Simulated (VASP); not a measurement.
Computed with TPSS meta-GGA, VASP's PBE PAW potentials (set 64) (plane waves; VASP 6.6.1).

Input for VASP

POSCAR:
```
La2O3
1
    1.9491881417    -3.3760928050     0.0000000000
    1.9491881417     3.3760928050     0.0000000000
    0.0000000000     0.0000000000     6.0320557769
La O
2 3
Direct
  0.3333330000   0.6666670000   0.2454579624
  0.6666670000   0.3333330000   0.7545420376
  0.0000000000   0.0000000000   0.0000000000
  0.3333330000   0.6666670000   0.6462937881
  0.6666670000   0.3333330000   0.3537062119
```

File KPOINTS:
```
Automatic mesh
0
Gamma
7 7 4
0 0 0
```

### INCAR
```
# general
SYSTEM  = La2O3
PREC    = Accurate
ENCUT   = 520
LREAL   = .FALSE.
LASPH   = .TRUE.

# electronic loop
EDIFF   = 1E-7
NELM    = 100
ALGO    = Normal
LMAXMIX = 6
LMIXTAU = .TRUE.

# smearing
ISMEAR  = 0
SIGMA   = 0.05

# functional
METAGGA = TPSS

# ions
IBRION  = 2
NSW     = 30
ISIF    = 4
EDIFFG  = -0.01

# output
LWAVE   = .FALSE.
LCHARG  = .FALSE.
```

POTCAR, in this order: La O (PBE.64 set). Program: vasp_std.

### Question
What will the output report for the number of irreducible k-points (NKPTS), largest plane-wave count, number of space-group operations, FFT grid (NGX, NGY, NGZ)?

### Answer

The number of irreducible k-points (NKPTS) comes out as 28, the largest plane-wave count comes out as 2189 and the number of space-group operations comes out as 12. The FFT grid (NGX, NGY, NGZ) is 30 × 30 × 48.

The compound is La2O3 in the a-type structure. This cell is one point of a volume scan, at 0.97 of the reference volume. Symmetry was kept, so distortions that lower it aren't found.
